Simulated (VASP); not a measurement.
Zn: relaxation of cell and atoms with r2SCAN

Zn:

```xyz
2
Lattice="2.6700 0.0000 0.0000 -1.3350 2.3123 0.0000 0.0000 0.0000 4.9660" Properties=species:S:1:pos:R:3 pbc="T T T"
Zn    0.0000    1.5415    1.2415
Zn    1.3350    0.7708    3.7245
```

| Item | Value |
| --- | --- |
| Program | VASP 6.6.1 |
| Task | relaxation of cell and atoms |
| Functional | r2SCAN |
| Potentials or basis | VASP PAW PBE potentials, release 64 (Zn) |
| Cutoff | 600 eV |
| k mesh | 21 × 21 × 9 |
| Occupations | methfessel-paxton, width 0.1 eV |
| Spin | no spin polarisation |
| Further INCAR settings | ALGO = Normal; EDIFF = 1e-06; IBRION = 2; EDIFFG = -0.01; NSW = 90; ISIF = 3 |

```yaml
Relaxed_volume: 14.49 Å³/atom
Relaxed_cell: a = 2.608 Å, b = 2.608 Å, c = 4.918 Å, α = 90.00°, β = 90.00°, γ = 120.00°
Space_group_after_relaxing_to_0.05_Å: P6_3/mmc (No. 194)
Energy_gained_by_relaxing: 15.5 meV/atom
Ionic_steps: 4
Pressure_after_relaxing: 0.0 GPa
Band_gap_on_the_k_mesh: none (metal or under the smearing width)
```

Stress tensor (GPa, compression positive):
```
-0.08  0.00  0.00
 0.00 -0.08  0.00
 0.00  0.00  0.02
```

Step by step:
| step | energy change (eV) | largest force (eV/Å) | pressure (GPa) | volume (Å³) |
| --- | --- | --- | --- | --- |
| 1 | 0.0000 | 0.0000 | -4.67 | 30.66 |
| 2 | -0.0305 | 0.0000 | 0.93 | 28.71 |
| 3 | -0.0311 | 0.0000 | 0.10 | 28.94 |
| 4 | -0.0310 | 0.0000 | -0.05 | 28.98 |

Final structure:
```
Zn
1.0
     2.60836    0.00000    0.00000
    -1.30418    2.25890    0.00000
     0.00000    0.00000    4.91812
Zn
2
Direct
  0.33333 0.66667 0.25000
  0.66667 0.33333 0.75000
```

Levels at points of the mesh, in eV from the Fermi level:
```tsv
k point	band 8	band 9	band 10	band 11	band 12	band 13	band 14	band 15	band 16
(0.00, 0.00, 0.00)	-7.66	-7.66	-7.45	-7.45	-4.09	-3.25	14.30	18.02	19.49
```

It took 13 min on 1 thread of Intel(R) Xeon(R) Platinum 8488C (Sapphire Rapids), with other jobs on the host, peak memory 0.27 GiB.

Caveat: the PAW data sets were made with another functional, which shifts forces and pressure a little.
